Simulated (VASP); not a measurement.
Given:

```
ZrN
1.0
    0.00000     2.26424     2.26424
    2.26424     0.00000     2.26424
    2.26424     2.26424     0.00000
Zr N
1 1
Direct
  0.50000   0.50000   0.50000
  0.00000   0.00000   0.00000
```

All values below come from LDA (Ceperley-Alder, Perdew-Zunger), VASP's LDA PAW potentials (set 64) (plane waves; VASP). Settings: 520 eV cut-off, 13×13×13 Γ-centred mesh, first-order Methfessel-Paxton smearing of 0.10 eV, potentials Zr_sv N.

### Question
Estimate the energy per atom (σ→0), band gap (on the k-mesh) with the smallest direct gap where there is one.

### Answer

```yaml
band gap (on the k-mesh): none (metal, semimetal or under 0.01 eV)
energy per atom (σ→0): -11.209 eV/atom
```

Only differences to runs with the same potentials and settings are physical.

The structure comes from a computed database's ZrN entry (Fm-3m); how it stands against other phases isn't given here. It was relaxed first. The start is the result of an earlier pass. The electron count is odd and the run is not spin-polarised, which forces a metal.
